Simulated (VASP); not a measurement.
Given:

```yaml
crystal:
  lattice:
    - [2.90952, 0.00000, 0.00000]
    - [0.00000, 2.90952, 0.00000]
    - [0.00000, 0.00000, 2.90952]
  atoms:
    - { symbol: Zn, position: [0.50000, 0.50000, 0.50000] }
    - { symbol: Cu, position: [0.00000, 0.00000, 0.00000] }
```

Computed with optB86b-vdW, VASP's PBE PAW potentials (set 64) (plane waves; VASP). Settings: 520 eV cut-off, 12×12×12 Γ-centred mesh, first-order Methfessel-Paxton smearing of 0.10 eV, potentials Zn Cu.

Q: Give the stress tensor in GPa (positive for a compressed cell).

A: 
```
4.42  0.00  0.00
0.00  4.42  0.00
0.00  0.00  4.42
```
The pressure is its mean diagonal, 4.42 GPa.

The compound is CuZn in the CsCl type structure. This cell is one point of a volume scan, at 0.97 of the reference volume. The electron count is odd and the run is not spin-polarised, which forces a metal.
